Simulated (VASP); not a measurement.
All values below come from r2SCAN meta-GGA, VASP's PBE PAW potentials (set 64) (plane waves; VASP).

Input for VASP

**INCAR**
```
SYSTEM = GaN
PREC = Accurate; ENCUT = 520; LREAL = .FALSE.
LASPH = .TRUE.
EDIFF = 1E-7; NELM = 100; ALGO = Normal
LMAXMIX = 4; LMIXTAU = .TRUE.
ISMEAR = 0; SIGMA = 0.05
METAGGA = R2SCAN
IBRION = 2; NSW = 30; ISIF = 4
EDIFFG = -0.01
LWAVE = .FALSE.; LCHARG = .FALSE.
```

**KPOINTS**
```
Automatic mesh
0
Gamma
10 10 5
0 0 0
```

POSCAR:
```
GaN
1
    1.5948324847    -2.7623308550     0.0000000000
    1.5948324847     2.7623308550     0.0000000000
    0.0000000000     0.0000000000     5.1921273285
Ga N
2 2
Direct
  0.6666670000   0.3333330000   0.5001254378
  0.3333330000   0.6666670000   0.0001254378
  0.6666670000   0.3333330000   0.8768745622
  0.3333330000   0.6666670000   0.3768745622
```

POTCAR, in this order: Ga_d N (PBE.64 set). Program: vasp_std.

The resulting files:

### OUTCAR
```
 ion  position               nearest neighbor table
   1  0.667  0.333  0.500-   4 1.95   4 1.95   4 1.95   3 1.96
   2  0.333  0.667  0.000-   3 1.95   3 1.95   3 1.95   4 1.96
   3  0.667  0.333  0.877-   2 1.95   2 1.95   2 1.95   1 1.96
   4  0.333  0.667  0.377-   1 1.95   1 1.95   1 1.95   2 1.96
  LATTYP: Found a hexagonal cell.
 ALAT       =     3.1896649364
 C/A-ratio  =     1.6277970984
 Subroutine PRICEL returns:
 Original cell was already a primitive cell.
 Subroutine GETGRP returns: Found 12 space group operations
The static configuration has the point symmetry C_3v.
 The point group associated with its full space group is C_6v.
The dynamic configuration has the point symmetry C_3v.
 Subroutine INISYM returns: Found 12 space group operations
 Subroutine IBZKPT returns following result:
 Found     42 irreducible k-points:

 Following reciprocal coordinates:
            Coordinates               Weight
  0.000000  0.000000  0.000000      1.000000
  0.100000 -0.000000  0.000000      6.000000
  0.200000 -0.000000  0.000000      6.000000
  0.300000  0.000000  0.000000      6.000000
  0.400000  0.000000  0.000000      6.000000
  0.500000  0.000000  0.000000      3.000000
  0.100000  0.100000  0.000000      6.000000
  0.200000  0.100000  0.000000     12.000000
  0.300000  0.100000  0.000000     12.000000
  0.400000  0.100000  0.000000     12.000000
  0.200000  0.200000  0.000000      6.000000
  0.300000  0.200000  0.000000     12.000000
  0.400000  0.200000  0.000000      6.000000
  0.300000  0.300000  0.000000      6.000000
  0.000000  0.000000  0.200000      2.000000
  0.100000 -0.000000  0.200000     12.000000
  0.200000 -0.000000  0.200000     12.000000
  0.300000  0.000000  0.200000     12.000000
  0.400000  0.000000  0.200000     12.000000
  0.500000  0.000000  0.200000      6.000000
  0.100000  0.100000  0.200000     12.000000
  0.200000  0.100000  0.200000     24.000000
  0.300000  0.100000  0.200000     24.000000
  0.400000  0.100000  0.200000     24.000000
  0.200000  0.200000  0.200000     12.000000
  0.300000  0.200000  0.200000     24.000000
  0.400000  0.200000  0.200000     12.000000
  0.300000  0.300000  0.200000     12.000000
  0.000000  0.000000  0.400000      2.000000
  0.100000 -0.000000  0.400000     12.000000
  0.200000 -0.000000  0.400000     12.000000
  0.300000  0.000000  0.400000     12.000000
  0.400000  0.000000  0.400000     12.000000
  0.500000  0.000000  0.400000      6.000000
  0.100000  0.100000  0.400000     12.000000
  0.200000  0.100000  0.400000     24.000000
  0.300000  0.100000  0.400000     24.000000
  0.400000  0.100000  0.400000     24.000000
  0.200000  0.200000  0.400000     12.000000
  0.300000  0.200000  0.400000     24.000000
   k-points           NKPTS =     42   k-points in BZ     NKDIM =     42   number of bands    NBANDS=     22
   number of dos      NEDOS =    301   number of ions     NIONS =      4
   total plane-waves  NPLWV =  23040
   dimension x,y,z NGX =    24 NGY =   24 NGZ =   40
   dimension x,y,z NGXF=    48 NGYF=   48 NGZF=   80
   ions per type =               2   2
   PREC   = accura    normal or accurate (medium, high low for compatibility)
   ISTART =      0    job   : 0-new  1-cont  2-samecut
   ICHARG =      2    charge: 1-file 2-atom 10-const
   ISPIN  =      1    spin polarized calculation?
   LNONCOLLINEAR =      F non collinear calculations
   LSORBIT =      F    spin-orbit coupling
   INIWAV =      1    electr: 0-lowe 1-rand  2-diag
   ENCUT  =  520.0 eV  38.22 Ry    6.18 a.u.   5.93  5.93  9.65*2*pi/ulx,y,z
   NELM   =    100;   NELMIN=  2; NELMDL= -5     # of ELM steps
...
```

File OSZICAR:
```
       N       E                     dE             d eps       ncg     rms          rms(c)
DAV:   1     0.259135340793E+03    0.25914E+03   -0.18995E+04  1952   0.313E+03
DAV:   2    -0.176063714045E+02   -0.27674E+03   -0.26701E+03  2074   0.545E+02
DAV:   3    -0.522640591380E+02   -0.34658E+02   -0.34407E+02  2100   0.159E+02
DAV:   4    -0.536297766828E+02   -0.13657E+01   -0.13617E+01  2542   0.335E+01
DAV:   5    -0.536523038620E+02   -0.22527E-01   -0.22510E-01  2082   0.400E+00    0.102E+01
DAV:   6    -0.449857899077E+02    0.86665E+01   -0.12303E+01  3340   0.587E+01    0.344E+00
DAV:   7    -0.431997973422E+02    0.17860E+01   -0.16265E+00  1968   0.113E+01    0.228E+00
DAV:   8    -0.459969489393E+02   -0.27972E+01   -0.19839E+00  2650   0.161E+01    0.213E+00
DAV:   9    -0.449082513414E+02    0.10887E+01   -0.55589E-01  2160   0.787E+00    0.736E-01
DAV:  10    -0.438065552058E+02    0.11017E+01   -0.37019E-01  2472   0.637E+00    0.138E-01
DAV:  11    -0.438204374489E+02   -0.13882E-01   -0.31257E-02  2122   0.180E+00    0.267E-01
DAV:  12    -0.438145379974E+02    0.58995E-02   -0.18910E-03  3096   0.648E-01    0.224E-01
DAV:  13    -0.438197060585E+02   -0.51681E-02   -0.52486E-03  2978   0.105E+00    0.157E-01
DAV:  14    -0.438201386034E+02   -0.43254E-03   -0.61996E-03  2528   0.101E+00    0.422E-01
DAV:  15    -0.438212677603E+02   -0.11292E-02   -0.16877E-03  2568   0.814E-01    0.262E-01
DAV:  16    -0.438222112828E+02   -0.94352E-03   -0.12504E-03  2896   0.410E-01    0.120E-01
DAV:  17    -0.438221302579E+02    0.81025E-04   -0.28983E-04  2988   0.194E-01    0.273E-02
DAV:  18    -0.438221378648E+02   -0.76069E-05   -0.56765E-05  3280   0.108E-01    0.457E-03
DAV:  19    -0.438221232830E+02    0.14582E-04   -0.10925E-05  2750   0.365E-02    0.763E-03
DAV:  20    -0.438221347833E+02   -0.11500E-04   -0.60795E-06  2818   0.283E-02    0.109E-02
DAV:  21    -0.438221293373E+02    0.54460E-05   -0.43003E-07  1944   0.683E-03    0.140E-02
DAV:  22    -0.438221453336E+02   -0.15996E-04   -0.24836E-06  2364   0.252E-02    0.314E-03
DAV:  23    -0.438221379352E+02    0.73985E-05   -0.96426E-07  2978   0.105E-02    0.600E-04
DAV:  24    -0.438221395932E+02   -0.16580E-05   -0.90084E-08  1128   0.509E-03    0.466E-04
DAV:  25    -0.438221395725E+02    0.20698E-07   -0.40794E-08   942   0.171E-03
   1 F= -.43822140E+02 E0= -.43822140E+02  d E =-.438221E+02
```

OUTCAR:
```
------------------------ aborting loop because EDIFF is reached ----------------------------------------
  FORCE on cell =-STRESS in cart. coord.  units (eV):
  Direction    XX          YY          ZZ          XY          YZ          ZX
  --------------------------------------------------------------------------------------
  Total       -0.0218171     -0.0218171      0.0053145      0.0000000      0.0000000      0.0000000
  in kB       -0.7640863     -0.7640863      0.1861248      0.0000000      0.0000000      0.0000000
  external PRESSURE =      -0.4473493 kB  Pullay stress =       0.0000000 kB
  volume of cell :       45.75
      direct lattice vectors                 reciprocal lattice vectors
     1.594832485 -2.762330855  0.000000000     0.313512551 -0.181006558  0.000000000
     1.594832485  2.762330855  0.000000000     0.313512551  0.181006558  0.000000000
     0.000000000  0.000000000  5.192127328     0.000000000  0.000000000  0.192599283
  FREE ENERGIE OF THE ION-ELECTRON SYSTEM (eV)
  ---------------------------------------------------
  free  energy   TOTEN  =       -43.8221395725 eV

  energy  without entropy=      -43.8221395725  energy(sigma->0) =      -43.82213957

 reached required accuracy - stopping structural energy minimisation
```
(Selected blocks of OUTCAR.)

The compound is GaN in the wurtzite structure. It was relaxed first.
